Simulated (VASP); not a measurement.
Given:

```xyz
2
Lattice="0.0000 2.4770 2.4770 2.4770 0.0000 2.4770 2.4770 2.4770 0.0000" Properties=species:S:1:pos:R:3 pbc="T T T"
Gd     0.0000     0.0000     0.0000
N      2.4770     2.4770     2.4770
```

The numbers are results of rev-vdW-DF2, VASP's PBE PAW potentials (set 64) (plane waves; VASP 6.6.1), not measurements. Settings: 520 eV cut-off, Gaussian smearing of 0.050 eV, potentials Gd_3 N.

The 4f electrons are frozen in the core of the lanthanide potential, so 4f levels, which can set the real gap, and their magnetism are missing.

Q: Predict the band gap (along the path) with the smallest direct gap where there is one.

A: 
```yaml
band gap (along the path): none (metal, semimetal or under 0.01 eV)
```

Total energies compare only between runs with the same potentials, cut-off and functional.

The compound is GdN in the rock salt structure. It was relaxed first.
